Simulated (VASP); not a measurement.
Here is the system:

```
Al2Cu
1.0
   -2.02642     2.02642     2.86593
    2.02642    -2.02642     2.86593
    2.02642     2.02642    -2.86593
Al Cu
2 1
Direct
  0.75000   0.25000   0.50000
  0.25000   0.75000   0.50000
  0.50000   0.50000   0.00000
```

Calculation: r2SCAN meta-GGA, VASP's PBE PAW potentials (set 64) (plane waves; VASP 6.6.1). Numerical set-up: 400 eV cut-off, 12×12×12 Γ-centred mesh, tetrahedra with Blöchl corrections, potentials Al Cu.

Problem. What does the run give for the energy per atom (σ→0), band gap (over mesh and band path) with the smallest direct gap where there is one?

Solution. 
The band gap (over mesh and band path) comes out as none (metal, semimetal or under 0.01 eV) and the energy per atom (σ→0) is -8.305 eV/atom.

The absolute energy has meaning only against runs of the same code, potentials and settings.

The structure comes from a computed database's Al2Cu entry (I4/mmm); how it stands against other phases isn't given here. It was relaxed first. The relaxed cell has space group Fm-3m. The electron count is odd and the run is not spin-polarised, which forces a metal.
